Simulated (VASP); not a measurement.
The system is Si.

```
Si
1.0
     0.00000    2.71356    2.71356
     2.71356    0.00000    2.71356
     2.71356    2.71356    0.00000
Si
2
Direct
  0.75000 0.75000 0.75000
  0.50000 0.50000 0.50000
```

- Program: VASP 6.6.1
- Task: relaxation of cell and atoms
- Functional: PBE
- Potentials or basis: VASP PAW PBE potentials, release 64 (Si)
- Cutoff: 350 eV
- k mesh: 10 × 10 × 10
- Occupations: gaussian, width 0.02 eV
- Spin: no spin polarisation

At the start: pressure 2.1 GPa; volume 19.98 Å³/atom.

Where does the relaxation end?

Over 3 steps the energy falls by 2.9 meV/atom and the volume is 20.43 Å³/atom (+2.2 %); space group Fd-3m (No. 227, to 0.05 Å).

The path:
| step | energy change (eV) | largest force (eV/Å) | pressure (GPa) | volume (Å³) |
| --- | --- | --- | --- | --- |
| 1 | 0.0000 | 0.0000 | 2.09 | 39.96 |
| 2 | -0.0031 | 0.0000 | -1.31 | 41.49 |
| 3 | -0.0057 | 0.0000 | 0.00 | 40.86 |

Final structure:
```
Si
1.0
     0.00000    2.73374    2.73374
     2.73374    0.00000    2.73374
     2.73374    2.73374    0.00000
Si
2
Direct
  0.75000 0.75000 0.75000
  0.50000 0.50000 0.50000
```
